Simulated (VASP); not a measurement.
Ir (fcc): the bulk modulus from VASP (plane waves, PAW) at several levels of theory. Static lattice, third-order Birch-Murnaghan fit over five volumes.

```
level   bulk modulus (GPa)  error against measurement
------  ------------------  -------------------------
LDA                    403                    +10.4 %
PBE                    348                     -4.5 %
PBEsol                 388                     +6.4 %
revPBE                 336                     -7.8 %
PW91                   343                     -6.2 %
TPSS                   368                     +0.7 %
SCAN                   404                    +10.8 %
r2SCAN                 377                     +3.3 %
```

Measured: 365 GPa at 0 K (as given by H. Levämäki et al., Physical Review B (2014), arXiv:1402.3671; corrected for temperature and zero-point phonon effects).

The cell of the LDA run:

```
CELL_PARAMETERS angstrom
      0.00000     1.91005     1.91005
      1.91005     0.00000     1.91005
      1.91005     1.91005     0.00000
ATOMIC_POSITIONS crystal
  Ir 0.00000 0.00000 0.00000
```

Only levels that ran to the end are used. Left out are those held back, those with too coarse a band path, GW runs whose mesh misses a band edge, hybrids' fits of cells that aren't cubic and levels without matching references; a question may draw on a part of the rest.

The compound is Ir in the fcc structure.
